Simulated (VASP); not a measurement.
Runs of VASP 6.6.1 on SnTe. The structure is cubic, space group Fm-3m (No. 225). The conventional cell has a = 6.372 Å, b = 6.372 Å, c = 6.372 Å, α = 90.00°, β = 90.00°, γ = 90.00°. Sn (site symmetry m-3m) is surrounded by 6 Te at 3.19 Å. Around Te (site symmetry m-3m) lie 6 Sn at 3.19 Å. The cell is a database's computed one.

```csv
task,level,potentials or basis,cell,k mesh,cutoff (eV),mesh quality,gap on the mesh (eV),pressure (GPa),relaxed volume (Å³/atom)
relaxation of cell and atoms,PBE,"VASP PAW PBE potentials, release 64 (Sn_d, Te)",relaxed,12 × 12 × 12,600,not flagged,0.05,0.0,32.91
relaxation of cell and atoms,LDA,"VASP PAW LDA potentials, release 64 (Sn_d, Te)",relaxed,12 × 12 × 12,600,not flagged,0.21,0.0,(a)
relaxation of cell and atoms,RPBE,"VASP PAW PBE potentials, release 64 (Sn_d, Te)",relaxed,12 × 12 × 12,600,not flagged,0.17,0.0,34.05
relaxation of cell and atoms,PBE+D3(BJ),"VASP PAW PBE potentials, release 64 (Sn_d, Te)",relaxed,12 × 12 × 12,600,not flagged,(c),0.0,(d)
relaxation of cell and atoms,PBEsol,"VASP PAW PBE potentials, release 64 (Sn_d, Te)",relaxed,12 × 12 × 12,300,not flagged,0.17,0.0,30.94
relaxation of cell and atoms,PBEsol,"VASP PAW PBE potentials, release 64 (Sn_d, Te)",relaxed,12 × 12 × 12,600,not flagged,0.16,0.0,(b)
single point,PBEsol,"VASP PAW PBE potentials, release 64 (Sn_d, Te)",as given,12 × 12 × 12,520,not flagged,0.05,-1.7,-
relaxation of cell and atoms,PBEsol,"VASP PAW PBE potentials, release 64 (Sn_d, Te)",relaxed,4 × 4 × 4,600,coarse,0.20,0.0,30.67
```

Alike in all rows: no spin polarisation; smearing gaussian 0.1 eV.

**Question.** Estimate the missing entries.

**Answer.** (a) 30.36; (b) 31.11; (c) 0.08; (d) 31.39.

Caveats: some runs use coarse meshes; spin-orbit coupling is left out, which moves the levels of the heavy elements; the PAW data sets were made with another functional, which shifts forces and pressure a little (some runs).

A k mesh can miss the band edges, and the runs leave out spin-orbit coupling on Sn, Te.
